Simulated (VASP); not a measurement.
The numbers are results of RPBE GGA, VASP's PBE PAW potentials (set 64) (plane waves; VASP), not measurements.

The input files of a VASP run:

KPOINTS:
```
kpoints
0
gamma
 11 11 11
0 0 0
```

### INCAR
```
ALGO = Normal
EDIFF = 1E-7
ENCUT = 520
GGA = RP
ISIF = 2
ISMEAR = 1
LASPH = .TRUE.
LCHARG = .FALSE.
LMAXMIX = 4
LREAL = .FALSE.
LWAVE = .FALSE.
NELM = 100
PREC = Accurate
SIGMA = 0.1
SYSTEM = PdIn
```

POSCAR:
```
PdIn
1
    3.3438751800     0.0000000000     0.0000000000
    0.0000000000     3.3438751800     0.0000000000
    0.0000000000     0.0000000000     3.3438751800
In Pd
1 1
Direct
  0.5000000000   0.5000000000   0.5000000000
  0.0000000000   0.0000000000   0.0000000000
```

POTCAR, in this order: In_d Pd (PBE.64 set). Program: vasp_std.

Output

### OUTCAR
```
 ion  position               nearest neighbor table
   1  0.500  0.500  0.500-   2 2.90   2 2.90   2 2.90   2 2.90   2 2.90   2 2.90   2 2.90   2 2.90
  LATTYP: Found a simple cubic cell.
 ALAT       =     3.3438751800
 Subroutine PRICEL returns:
 Original cell was already a primitive cell.
 Subroutine GETGRP returns: Found 48 space group operations
The static configuration has the point symmetry O_h .
The dynamic configuration has the point symmetry O_h .
 Subroutine INISYM returns: Found 48 space group operations
 Subroutine IBZKPT returns following result:
 Found     56 irreducible k-points:

 Following reciprocal coordinates:
            Coordinates               Weight
  0.000000  0.000000  0.000000      1.000000
  0.090909  0.000000  0.000000      6.000000
  0.181818  0.000000  0.000000      6.000000
  0.272727  0.000000  0.000000      6.000000
  0.363636  0.000000  0.000000      6.000000
  0.454545  0.000000  0.000000      6.000000
  0.090909  0.090909  0.000000     12.000000
  0.181818  0.090909  0.000000     24.000000
  0.272727  0.090909  0.000000     24.000000
  0.363636  0.090909  0.000000     24.000000
  0.454545  0.090909  0.000000     24.000000
  0.181818  0.181818  0.000000     12.000000
  0.272727  0.181818  0.000000     24.000000
  0.363636  0.181818  0.000000     24.000000
  0.454545  0.181818  0.000000     24.000000
  0.272727  0.272727  0.000000     12.000000
  0.363636  0.272727  0.000000     24.000000
  0.454545  0.272727  0.000000     24.000000
  0.363636  0.363636  0.000000     12.000000
  0.454545  0.363636  0.000000     24.000000
  0.454545  0.454545  0.000000     12.000000
  0.090909  0.090909  0.090909      8.000000
  0.181818  0.090909  0.090909     24.000000
  0.272727  0.090909  0.090909     24.000000
  0.363636  0.090909  0.090909     24.000000
...
```

File OSZICAR:
```
       N       E                     dE             d eps       ncg     rms          rms(c)
DAV:   1     0.161817658148E+03    0.16182E+03   -0.11521E+04  1695   0.196E+03
DAV:   2    -0.222362527970E-01   -0.16184E+03   -0.15733E+03  1771   0.403E+02
DAV:   3    -0.776530369423E+01   -0.77431E+01   -0.76837E+01  2079   0.943E+01
DAV:   4    -0.789805988364E+01   -0.13276E+00   -0.13269E+00  2020   0.122E+01
DAV:   5    -0.790407336702E+01   -0.60135E-02   -0.60134E-02  2537   0.226E+00    0.527E+00
DAV:   6    -0.778584833487E+01    0.11823E+00   -0.23253E-01  2163   0.841E+00    0.265E+00
DAV:   7    -0.776088374027E+01    0.24965E-01   -0.61754E-02  2172   0.458E+00    0.881E-01
DAV:   8    -0.775847432463E+01    0.24094E-02   -0.12682E-02  1806   0.122E+00    0.317E-01
DAV:   9    -0.775814851054E+01    0.32581E-03   -0.19298E-03  2198   0.701E-01    0.612E-02
DAV:  10    -0.775816543738E+01   -0.16927E-04   -0.53450E-05  2219   0.114E-01    0.288E-02
DAV:  11    -0.775817103149E+01   -0.55941E-05   -0.11025E-05  2030   0.362E-02    0.292E-03
DAV:  12    -0.775817121801E+01   -0.18652E-06   -0.38559E-07  2260   0.648E-03    0.424E-03
DAV:  13    -0.775817108670E+01    0.13131E-06   -0.32992E-08  1211   0.251E-03    0.174E-03
DAV:  14    -0.775817098350E+01    0.10320E-06   -0.63825E-09  1001   0.110E-03    0.644E-04
DAV:  15    -0.775817097760E+01    0.58944E-08   -0.16574E-09   966   0.584E-04
   1 F= -.77581710E+01 E0= -.77577680E+01  d E =-.120888E-02
```

OUTCAR:
```
------------------------ aborting loop because EDIFF is reached ----------------------------------------
  FORCE on cell =-STRESS in cart. coord.  units (eV):
  Direction    XX          YY          ZZ          XY          YZ          ZX
  --------------------------------------------------------------------------------------
  Total       -0.1105153     -0.1105153     -0.1105153     -0.0000000      0.0000000     -0.0000000
  in kB       -4.7356852     -4.7356852     -4.7356852     -0.0000000      0.0000000     -0.0000000
  external PRESSURE =      -4.7356852 kB  Pullay stress =       0.0000000 kB
  volume of cell :       37.39
      direct lattice vectors                 reciprocal lattice vectors
     3.343875180  0.000000000  0.000000000     0.299054225  0.000000000  0.000000000
     0.000000000  3.343875180  0.000000000     0.000000000  0.299054225  0.000000000
     0.000000000  0.000000000  3.343875180     0.000000000  0.000000000  0.299054225
 POSITION                                       TOTAL-FORCE (eV/Angst)
 -----------------------------------------------------------------------------------
      1.67194      1.67194      1.67194         0.000000      0.000000      0.000000
      0.00000      0.00000      0.00000         0.000000      0.000000      0.000000
 -----------------------------------------------------------------------------------
    total drift:                                0.000000      0.000000      0.000000
  FREE ENERGIE OF THE ION-ELECTRON SYSTEM (eV)
  ---------------------------------------------------
  free  energy   TOTEN  =        -7.7581709776 eV

  energy  without entropy=       -7.7569620964  energy(sigma->0) =       -7.75776802
```
(Selected blocks of OUTCAR.)

The compound is PdIn in the CsCl type structure. It was relaxed first, which changed the volume by +9 %. The electron count is odd and the run is not spin-polarised, which forces a metal.
